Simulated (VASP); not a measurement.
An input for Quantum ESPRESSO's pw.x (written as the equivalent of a VASP run, and not itself run):

```
&CONTROL
  calculation = 'vc-relax'
  pseudo_dir = './pseudo'
  outdir = './out'
  tprnfor = .true.
  tstress = .true.
  nstep = 40
  forc_conv_thr = 0.00078
/
&SYSTEM
  ibrav = 0
  nat = 4
  ntyp = 2
  ecutwfc = 102
  occupations = 'smearing'
  smearing = 'gaussian'
  degauss = 0.003675
  input_dft = 'pz'
/
&ELECTRONS
  conv_thr = 7.3e-08
  electron_maxstep = 100
/
&IONS
/
&CELL
  press = 450
/
ATOMIC_SPECIES
  Cd 112.414 Cd.upf
  Se 78.971 Se.upf
CELL_PARAMETERS angstrom
     1.8263919   -3.1633620    0.0000000
     1.8263919    3.1633620    0.0000000
     0.0000000    0.0000000    7.0244393
ATOMIC_POSITIONS crystal
  Cd   0.6666670  0.3333330  0.5213321
  Cd   0.3333330  0.6666670  0.0213321
  Se   0.6666670  0.3333330  0.8546679
  Se   0.3333330  0.6666670  0.3546679
K_POINTS automatic
  7 7 3 0 0 0
```

**Question.** Translate this input to VASP (INCAR, KPOINTS, POSCAR, choice of POTCAR).

**Answer.** One answer among several that fit: 
POSCAR:
```
CdSe
1
    1.8263919446    -3.1633619971     0.0000000000
    1.8263919446     3.1633619971     0.0000000000
    0.0000000000     0.0000000000     7.0244392976
Cd Se
2 2
Direct
  0.6666670000   0.3333330000   0.5213320700
  0.3333330000   0.6666670000   0.0213320700
  0.6666670000   0.3333330000   0.8546679300
  0.3333330000   0.6666670000   0.3546679300
```

### INCAR
```
SYSTEM = CdSe
PREC = Accurate; ENCUT = 500; LREAL = F
LASPH = T
EDIFF = 1E-6; NELM = 100; ALGO = Normal
LMAXMIX = 4
ISMEAR = 0; SIGMA = 0.05
IBRION = 2; NSW = 40; ISIF = 3
EDIFFG = -0.02; PSTRESS = 450
LWAVE = F; LCHARG = F
```

**KPOINTS**
```
Automatic mesh
0
Gamma
7 7 3
0 0 0
```

POTCAR, in this order: Cd Se (LDA.64 set). Program: vasp_std.

The two are equivalent in intent, not identical: the potentials are each code's own (VASP's PAW set, PseudoDojo norm-conserving files in pw.x), so ENCUT and ecutwfc are chosen apart and not converted; conv_thr bounds pw.x's estimated SCF error, while EDIFF bounds the energy change between steps; forc_conv_thr acts on force components and is met together with etot_conv_thr.

The compound is CdSe in the wurtzite structure. This run relaxes it under an external pressure of 45 GPa. Symmetry was kept, so distortions that lower it aren't found. The k-mesh is coarse (spacing up to 0.39 per Å, 2π included), so the numbers may not be converged in it.
